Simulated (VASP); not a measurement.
**HgTe (Coloradoite): relaxation of cell and atoms with PBEsol**

The system is HgTe (Coloradoite).

```xyz
2
Lattice="0.0000 3.2145 3.2145 3.2145 0.0000 3.2145 3.2145 3.2145 0.0000" Properties=species:S:1:pos:R:3 pbc="T T T"
Hg    0.0000    0.0000    0.0000
Te    1.6073    1.6073    1.6073
```

```
Program                : VASP 6.6.1
Task                   : relaxation of cell and atoms
Functional             : PBEsol
Potentials or basis    : VASP PAW PBE potentials, release 64 (Hg, Te)
Cutoff                 : 600 eV
k mesh                 : 10 × 10 × 10
Occupations            : gaussian, width 0.03 eV
Spin                   : no spin polarisation
Further INCAR settings : ALGO = Normal; EDIFF = 1e-06; IBRION = 2; EDIFFG = -0.01; NSW = 90; ISIF = 3
```

* Relaxed volume: 34.58 Å³/atom
* Relaxed cell: a = 4.608 Å, b = 4.608 Å, c = 4.608 Å, α = 60.00°, β = 60.00°, γ = 60.00°
* Space group after relaxing (to 0.05 Å): F-43m (No. 216)
* Energy gained by relaxing: 7.7 meV/atom
* Ionic steps: 3
* Pressure after relaxing: 0.0 GPa
* Band gap on the k mesh: none (metal or under the smearing width)

Step by step:
| step | energy change (eV) | largest force (eV/Å) | pressure (GPa) | volume (Å³) |
| --- | --- | --- | --- | --- |
| 1 | 0.0000 | 0.0000 | 1.88 | 66.43 |
| 2 | -0.0133 | 0.0000 | -0.63 | 70.26 |
| 3 | -0.0155 | 0.0000 | 0.00 | 69.17 |

Final structure:
```xyz
2
Lattice="0.0000 3.2580 3.2580 3.2580 0.0000 3.2580 3.2580 3.2580 0.0000" Properties=species:S:1:pos:R:3 pbc="T T T"
Hg    0.0000    0.0000    0.0000
Te    1.6290    1.6290    1.6290
```

Levels at points of the mesh, in eV from the Fermi level:
```csv
k point,band 6,band 7,band 8,band 9,band 10,band 11,band 12,band 13
"(0.00, 0.00, 0.00)",-6.71,-0.87,-0.01,-0.01,-0.01,4.21,4.21,4.21
"(0.50, 0.00, 0.00)",-6.42,-5.39,-0.96,-0.96,0.63,4.99,4.99,6.72
"(0.50, 0.50, 0.00)",-6.29,-5.35,-2.20,-2.20,1.84,2.43,8.00,8.71
```

It took 32 s on 4 MPI ranks on Intel(R) Xeon(R) Platinum 8259CL CPU @ 2.50GHz (Skylake/Cascade Lake), on a shared host, peak memory 0.25 GiB a rank.

Caveat: the PAW data sets were made with another functional, which shifts forces and pressure a little. The run has no spin-orbit coupling, so splittings on Hg, Te are missing.
